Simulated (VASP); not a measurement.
Crystal: LiBe2.

```
Li Be
1.0
     3.84391    0.00000    0.00000
    -1.92196    3.32893    0.00000
     0.00000    0.00000    2.19863
Li Be
1 2
Direct
  0.00000 0.00000 0.00000
  0.66667 0.33333 0.70984
  0.33333 0.66667 0.29016
```

The cell was built by a generator and needn't be a form met in nature.

* Program: VASP 6.6.1
* Task: single point
* Functional: PBE
* Potentials or basis: VASP PAW PBE potentials, release 64 (Li_sv, Be)
* Cutoff: 520 eV
* k mesh: 8 × 8 × 12
* Occupations: fermi-dirac, width 0.05 eV
* Spin: no spin polarisation

On this cell: largest force under 0.003 eV/Å; band gap on the k mesh none (metal or under the smearing width).

The same run follows on a disturbed copy (atoms moved at random, drawn with an rms of 0.05 Å):

```
Li Be
1.0
     3.84391    0.00000    0.00000
    -1.92196    3.32893    0.00000
     0.00000    0.00000    2.19863
Li Be
1 2
Direct
  0.01205 0.00750 0.99115
  0.67254 0.32630 0.70549
  0.33551 0.68047 0.30861
```

What changes?

The energy (extrapolated to zero smearing) moves by +5.7 meV/atom; largest force 0.320 eV/Å; band gap on the k mesh none (metal or under the smearing width).

Forces on the atoms (eV/Å):
```
Li  -0.139 -0.070  0.026
Be  -0.085  0.244  0.122
Be   0.224 -0.173 -0.148
```
